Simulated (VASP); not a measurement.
## PbO (Litharge) with r2SCAN: from relaxation to properties

Aim: relax PbO (Litharge), then compute properties on the relaxed cell. The steps: relaxing cell and atoms (r2SCAN), second relaxation, single point with fields (r2SCAN), band structure (r2SCAN), total and projected DOS (r2SCAN), independent-particle dielectric function (r2SCAN), bands along the symmetry lines (r2SCAN + SOC), bands along the symmetry lines (HSE06), band structure (TB-mBJ) and self-consistent run (r2SCAN), changed input. The start is a cell from a database of measured crystal structures.

Calculated with VASP 6.6.1; r2SCAN; plane waves and PAW (Pb_d, O), in the first sound run; inputs show where later runs differ.

## 1. Starting point

Before any relaxation, the start is as follows. The structure is tetragonal, space group P4/nmm (No. 129). Conventional cell: a = 3.978 Å, b = 3.978 Å, c = 5.026 Å, α = 90.00°, β = 90.00°, γ = 90.00°. Nearest to Pb lie 4 O at 2.31 Å. O has 4 Pb at 2.31 Å nearest. Farther neighbours and most contacts between anions are not listed.

Coordinates:

```cif
data_structure
_symmetry_space_group_name_H-M 'P4/nmm:1'
_symmetry_Int_Tables_number 129
_cell_length_a 3.9777
_cell_length_b 3.9777
_cell_length_c 5.0259
_cell_angle_alpha 90.000
_cell_angle_beta 90.000
_cell_angle_gamma 90.000
_cell_volume 79.52
loop_
_atom_site_label
_atom_site_type_symbol
_atom_site_symmetry_multiplicity
_atom_site_Wyckoff_symbol
_atom_site_fract_x
_atom_site_fract_y
_atom_site_fract_z
_atom_site_occupancy
Pb1 Pb 2 c 0.00000 0.50000 0.76550 1
O1 O 2 a 0.50000 0.50000 0.00000 1
```

## 2. Relaxing cell and atoms (r2SCAN)

Properties are meant for the cell that this level of theory prefers, so cell and atoms are relaxed first (ISIF = 3) until forces and stress are small; EDIFFG sets the threshold. r2SCAN adds the kinetic-energy density, costs more than a GGA and is run with LASPH.

Input file INCAR:

```
SYSTEM = PbO
PREC = Accurate
ENCUT = 520
EDIFF = 1E-06
NELM = 100
ISMEAR = 0
SIGMA = 0.05
LREAL = .FALSE.
ALGO = Normal
METAGGA = R2SCAN
LASPH = .TRUE.
NBANDS = 26
LORBIT = 11
LWAVE = .FALSE.
LCHARG = .FALSE.
KPAR = 4
IBRION = 2
NSW = 60
ISIF = 3
EDIFFG = -0.01
```

Input file POSCAR:

```
PbO
1.0
    3.9776877762      0.0000000000      0.0000000000
    0.0000000000      3.9776877762      0.0000000000
    0.0000000000      0.0000000000      5.0259000000
Pb O
2 2
Direct
    0.0000000000      0.5000000000      0.7655000000
    0.5000000000      0.0000000000      0.2345000000
    0.5000000000      0.5000000000      0.0000000000
    0.0000000000      0.0000000000      0.0000000000
```

Input file KPOINTS:

```
Automatic mesh
0
Gamma
7 7 6
0 0 0
```

The projector-augmented-wave data sets are Pb_d and O (PBE family, release 64).

Run with:

```sh
mpirun -np 4 vasp_std
```

Log:

```text
[banner, memory and clock lines left out]
running    4 mpi-ranks, on    1 nodes
 distrk:  each k-point on    1 cores,    4 groups
 distr:  one band on    1 cores,    1 groups

 POSCAR found type information on POSCAR PbO
 POSCAR found :  2 types and       4 ions
|                                                                             |
|               ----> ADVICE to this user running VASP <----                  |
|                                                                             |
|     You enforced a specific xc type in the INCAR file but a different       |
|     [... a line on the potential file left out ...]
|     I HOPE YOU KNOW WHAT YOU ARE DOING!                                     |
|                                                                             |

 LDA part: xc-table for (None), standard interpolation
 POSCAR, INCAR and KPOINTS ok, starting setup
 FFT: planning ... GRIDC
 FFT: planning ... GRID_SOFT
 FFT: planning ... GRID
 WAVECAR not read
 entering main loop
       N       E                     dE             d eps       ncg     rms          rms(c)
DAV:   1     0.357457824940E+03    0.35746E+03   -0.20490E+04  2080   0.187E+03
DAV:   2    -0.792506926903E+02   -0.43671E+03   -0.42495E+03  2122   0.483E+02
DAV:   3    -0.142091974125E+03   -0.62841E+02   -0.61314E+02  2674   0.197E+02
DAV:   4    -0.145036597334E+03   -0.29446E+01   -0.29304E+01  2450   0.443E+01
DAV:   5    -0.145125010722E+03   -0.88413E-01   -0.88323E-01  2636   0.806E+00    0.112E+01
DAV:   6    -0.129093178438E+03    0.16032E+02   -0.18344E+01  3110   0.590E+01    0.335E+00
DAV:   7    -0.129477239958E+03   -0.38406E+00   -0.20216E+00  2520   0.107E+01    0.258E+00
DAV:   8    -0.129561270277E+03   -0.84030E-01   -0.73596E-01  3188   0.113E+01    0.167E+00
DAV:   9    -0.129500922443E+03    0.60348E-01   -0.30594E-01  3250   0.542E+00    0.317E-01
DAV:  10    -0.129500433804E+03    0.48864E-03   -0.18749E-02  2168   0.861E-01    0.202E-01
DAV:  11    -0.129501498773E+03   -0.10650E-02   -0.91697E-03  2652   0.935E-01    0.205E-01
DAV:  12    -0.129500617034E+03    0.88174E-03   -0.19627E-03  3116   0.348E-01    0.714E-02
DAV:  13    -0.129500544419E+03    0.72615E-04   -0.97886E-04  2634   0.198E-01    0.348E-02
DAV:  14    -0.129500538456E+03    0.59632E-05   -0.60088E-05  2686   0.895E-02    0.139E-02
DAV:  15    -0.129500536474E+03    0.19818E-05   -0.14988E-05  2654   0.432E-02    0.278E-03
DAV:  16    -0.129500536698E+03   -0.22449E-06   -0.24907E-06  1504   0.136E-02
   1 F= -.12950054E+03 E0= -.12950054E+03  d E =-.129501E+03
 curvature:   0.00 expect dE= 0.000E+00 dE for cont linesearch  0.000E+00
 trial: gam= 0.00000 g(F)=  0.430E-02 g(S)=  0.377E-01 ort = 0.000E+00 (trialstep = 0.100E+01)
 search vector abs. value=  0.420E-01
 bond charge predicted
       N       E                     dE             d eps       ncg     rms          rms(c)
DAV:   1    -0.130029052869E+03   -0.52852E+00   -0.18837E+01  2588   0.674E+01    0.454E+00
DAV:   2    -0.129568271708E+03    0.46078E+00   -0.20989E+00  2752   0.146E+01    0.136E+00
DAV:   3    -0.129507108707E+03    0.61163E-01   -0.19016E-01  2512   0.821E+00    0.545E-01
DAV:   4    -0.129499907596E+03    0.72011E-02   -0.67835E-02  2790   0.407E+00    0.181E-01
DAV:   5    -0.129500031385E+03   -0.12379E-03   -0.66222E-03  3140   0.816E-01    0.764E-02
DAV:   6    -0.129500240335E+03   -0.20895E-03   -0.10390E-03  2774   0.343E-01    0.291E-02
DAV:   7    -0.129500234943E+03    0.53922E-05   -0.76193E-05  2622   0.833E-02    0.155E-02
DAV:   8    -0.129500243766E+03   -0.88225E-05   -0.46593E-05  2952   0.114E-01    0.345E-03
DAV:   9    -0.129500243903E+03   -0.13703E-06   -0.34168E-06  2094   0.141E-02
   2 F= -.12950024E+03 E0= -.12950024E+03  d E =0.292796E-03
[... from here on, the cycles between the ionic steps are left out ...]
   3 F= -.12951069E+03 E0= -.12951069E+03  d E =-.101542E-01
   4 F= -.12951207E+03 E0= -.12951207E+03  d E =-.137889E-02
   5 F= -.12951385E+03 E0= -.12951385E+03  d E =-.316060E-02
   6 F= -.12951529E+03 E0= -.12951529E+03  d E =-.144336E-02
   7 F= -.12951786E+03 E0= -.12951786E+03  d E =-.401003E-02
   8 F= -.12951815E+03 E0= -.12951815E+03  d E =-.429708E-02
   9 F= -.12951686E+03 E0= -.12951686E+03  d E =0.129045E-02
 trial-energy change:    0.001290  1 .order    0.001300   -0.000770    0.003370
 step:   0.4855(harm=  0.4802)  dis= 0.00112  next Energy=  -129.518221 (dE=-0.725E-04)
 bond charge predicted
       N       E                     dE             d eps       ncg     rms          rms(c)
DAV:   1    -0.129524033924E+03   -0.71756E-02   -0.64940E-01  3254   0.858E+00    0.537E-01
DAV:   2    -0.129519279576E+03    0.47543E-02   -0.28385E-02  2902   0.181E+00    0.193E-01
DAV:   3    -0.129518337086E+03    0.94249E-03   -0.26718E-03  2564   0.919E-01    0.883E-02
DAV:   4    -0.129518220488E+03    0.11660E-03   -0.10135E-03  3082   0.453E-01    0.298E-02
DAV:   5    -0.129518226045E+03   -0.55577E-05   -0.22002E-04  3120   0.185E-01    0.193E-02
DAV:   6    -0.129518219229E+03    0.68160E-05   -0.46328E-05  3230   0.877E-02    0.423E-03
DAV:   7    -0.129518220860E+03   -0.16308E-05   -0.64654E-06  2300   0.218E-02    0.152E-03
DAV:   8    -0.129518221100E+03   -0.23976E-06   -0.61936E-07  1286   0.725E-03
  10 F= -.12951822E+03 E0= -.12951822E+03  d E =-.725053E-04
 curvature:  -0.36 expect dE=-0.243E-06 dE for cont linesearch -0.649E-08
 trial: gam= 0.03189 g(F)=  0.653E-07 g(S)=  0.607E-06 ort =-0.284E-05 (trialstep = 0.216E+01)
 search vector abs. value=  0.948E-06
 reached required accuracy - stopping structural energy minimisation
```

The job ended after 11 min (4 MPI ranks of Intel Xeon Platinum 8488C (Sapphire Rapids), shared host; peak memory 0.98 GiB; 44 min of CPU time).

The logs omit lines about the potential files and the build; timing stands in the text.

From OUTCAR (step 2):

```text
ion  position               nearest neighbor table
   1  0.000  0.500  0.766-   3 2.31   4 2.31   4 2.31   3 2.31   2 3.67   2 3.67   2 3.67   2 3.67
                             2 3.88   2 3.88   2 3.88   2 3.88
   2  0.500  0.000  0.234-   3 2.31   4 2.31   3 2.31   4 2.31   1 3.67   1 3.67   1 3.67   1 3.67
                             1 3.88   1 3.88   1 3.88   1 3.88
   3  0.500  0.500  0.000-   1 2.31   2 2.31   2 2.31   1 2.31
   4  0.000  0.000  0.000-   1 2.31   2 2.31   1 2.31   2 2.31

  LATTYP: Found a simple tetragonal cell.
 ALAT       =     3.9776877762
 C/A-ratio  =     1.2635230020

 Subroutine GETGRP returns: Found 16 space group operations
 (whereof  8 operations were pure point group operations)

The static configuration has the point symmetry D_2d.
 The point group associated with its full space group is D_4h.

 Found     40 irreducible k-points:

   k-points           NKPTS =     40   k-points in BZ     NKDIM =     40   number of bands    NBANDS=     26

   dimension x,y,z NGX =    30 NGY =   30 NGZ =   40
   dimension x,y,z NGXF=    60 NGYF=   60 NGZF=   80

   ENCUT  =  520.0 eV  38.22 Ry    6.18 a.u.   7.40  7.40  9.34*2*pi/ulx,y,z

   NELECT =      40.0000    total number of electrons

 k-points in reciprocal lattice and weights: Automatic mesh
   0.00000000  0.00000000  0.00000000       0.003
   0.14285714  0.00000000  0.00000000       0.014
   0.28571429  0.00000000  0.00000000       0.014
   0.42857143  0.00000000  0.00000000       0.014
   0.14285714  0.14285714  0.00000000       0.014
   0.28571429  0.14285714  0.00000000       0.027
   0.42857143  0.14285714  0.00000000       0.027
   0.28571429  0.28571429  0.00000000       0.014
   0.42857143  0.28571429  0.00000000       0.027
[...]
0.42857143  0.28571429  0.50000000       0.027
   0.42857143  0.42857143  0.50000000       0.014

 average (electrostatic) potential at core
       1 -97.8882       2 -97.8882       3 -73.4855       4 -73.4855

 E-fermi :   4.6649

 k-point     1 :       0.0000    0.0000    0.0000
  band No.  band energies     occupation
    ...
     16       0.0841      2.00000
     17       2.6201      2.00000
     18       2.6613      2.00000
     19       2.6613      2.00000
     20       4.3792      2.00000
     21       6.9390      0.00000
     22       9.7655      0.00000
     23      10.5901      0.00000
     24      10.5901      0.00000
     25      11.1838      0.00000
    ...

 k-point     2 :       0.1429    0.0000    0.0000
  band No.  band energies     occupation
    ...
     16       0.2047      2.00000
     17       2.2138      2.00000
     18       2.5245      2.00000
     19       2.6251      2.00000
     20       4.3589      2.00000
     21       7.4789      0.00000
     22       9.2282      0.00000
     23      10.3042      0.00000
     24      10.4550      0.00000
     25      10.6969      0.00000
    ...

 k-point     3 :       0.2857    0.0000    0.0000
  band No.  band energies     occupation
    ...
     16       0.5454      2.00000
     17       1.8197      2.00000
     18       2.1472      2.00000
     19       2.3107      2.00000
     20       4.0171      2.00000
     21       8.2123      0.00000
     22       8.2457      0.00000
     23       9.9165      0.00000
     24      10.8814      0.00000
     25      10.9941      0.00000
    ...

  Total        0.0035697      0.0035697      0.0049834      0.0000000     -0.0000000      0.0000000
  in kB        0.0681678      0.0681678      0.0951646      0.0000000     -0.0000000      0.0000000
  external PRESSURE =       0.0771667 kB  Pullay stress =       0.0000000 kB

  energy-cutoff  :      520.00
  volume of cell :       83.90
      direct lattice vectors                 reciprocal lattice vectors
     3.999145299  0.000000000  0.000000000     0.250053430  0.000000000  0.000000000
     0.000000000  3.999145299  0.000000000     0.000000000  0.250053430 -0.000000000
     0.000000000  0.000000000  5.246008761     0.000000000 -0.000000000  0.190621107

 POSITION                                       TOTAL-FORCE (eV/Angst)
 -----------------------------------------------------------------------------------
      3.99915      1.99957      4.05753        -0.000000      0.000000      0.000822
      1.99957      0.00000      1.18848         0.000000     -0.000000     -0.000822
      1.99957      1.99957      0.00000        -0.000000     -0.000000      0.000000
      3.99915      0.00000      0.00000        -0.000000      0.000000      0.000000
 -----------------------------------------------------------------------------------
    total drift:                                0.000000     -0.000000     -0.000000

  FREE ENERGIE OF THE ION-ELECTRON SYSTEM (eV)
  ---------------------------------------------------
  free  energy   TOTEN  =      -129.5182210998 eV

  energy  without entropy=     -129.5182210998  energy(sigma->0) =     -129.51822110

 reached required accuracy - stopping structural energy minimisation

 total charge
# of ion       s       p       d       tot
------------------------------------------
    1        1.361   0.610   9.869  11.840
    2        1.361   0.610   9.869  11.840
    3        1.582   3.419   0.000   5.001
    4        1.582   3.419   0.000   5.001
--------------------------------------------------
tot          5.886   8.057  19.738  33.681

[... 3 further parts left out ...]
```

CONTCAR:

```
PbO
   1.00000000000000
     3.9991452985930116    0.0000000000000000    0.0000000000000000
     0.0000000000000000    3.9991452985930116    0.0000000000000000
     0.0000000000000000    0.0000000000000000    5.2460087614048421
  Pb              O
     2     2
Direct
     1.0000000000000000    0.5000000000000000    0.7734507544952490
     0.5000000000000000    0.0000000000000000    0.2265492455047511
     0.5000000000000000    0.5000000000000000    0.0000000000000000
     1.0000000000000000    0.0000000000000000    0.0000000000000000
```

The gap is read on the k-mesh alone, so it is an upper bound where the band edges lie off the mesh. The bonds form layers, held to each other by dispersion, which r2SCAN holds only at short range, so the spacing between them may come out too wide. The PAW data sets were made with PBE, which is usual practice but a small mismatch for other functionals. The run keeps the 16 symmetry operations of its start, so it cannot find a distortion of lower symmetry.

Relaxation path:

```csv
step,energy less that of the first step (eV),largest force (eV/Å),pressure (GPa),volume (Å³)
1,0.0000,0.2112,2.06,79.52
2,0.0003,0.4632,-1.66,82.49
3,-0.0102,0.1288,0.15,80.97
4,-0.0115,0.0930,0.11,81.28
5,-0.0133,0.0120,0.01,82.19
6,-0.0148,0.0041,-0.03,82.53
7,-0.0173,0.0175,-0.11,83.52
8,-0.0176,0.0292,-0.15,83.98
9,-0.0163,0.1297,0.64,83.55
10,-0.0177,0.0008,0.01,83.90
```

```csv
"conventional cell, symmetrised",before,after,change
a (Å),3.978,3.999,+0.5 %
b (Å),3.978,3.999,+0.5 %
c (Å),5.026,5.246,+4.4 %
volume (Å³/atom),19.88,20.98,+5.5 %
```

The atoms that moved most (Å, as changes of fractional coordinates times the final cell):

```csv
atom,dx,dy,dz,length
Pb1,0.000,0.000,0.042,0.042
Pb2,0.000,0.000,-0.042,0.042
```

The relaxed structure:

```
Pb O
1.0
     3.99915    0.00000    0.00000
     0.00000    3.99915    0.00000
     0.00000    0.00000    5.24601
Pb O
2 2
Direct
  0.00000 0.50000 0.77345
  0.50000 0.00000 0.22655
  0.50000 0.50000 0.00000
  0.00000 0.00000 0.00000
```

This step gave:

```
electrons                       : 40
bands                           : 26
irreducible k-points            : 40
symmetry operations             : 16
free energy (TOTEN)             : -129.5182 eV
Fermi energy                    : 4.665 eV
pressure                        : 0.007717 GPa
metallic                        : no
valence top at k                : 0, 0, 0
conduction bottom at k          : 0.4286, 0.4286, 0
least direct gap at k           : 0, 0, 0
SCF cycles over all ionic steps : 91
gap on the k-mesh               : 1.999 eV
least direct gap on the k-mesh  : 2.560 eV
```

It ends with a largest force of 0.001 eV/Å and a pressure of 0.01 GPa. The volume lies +5.5 % from that of the database's start.

(Continued in part 2 of 6.)

[Lines on the potential files, build, host, timing and source positions are cut from VASP's logs without a mark.]

[Logs are printed without paths, hosts, clocks, repeated set-up lines and the standing remarks that a program may print on its own settings, such as how far it seeks lower states.]

[Hosts, paths, dates, database ids (printed as entryN), source tags and the programs' standing remarks are cut or masked in the printed files.]

[A measured line is paired with the nearest computed mode of its activity, which favours agreement.]
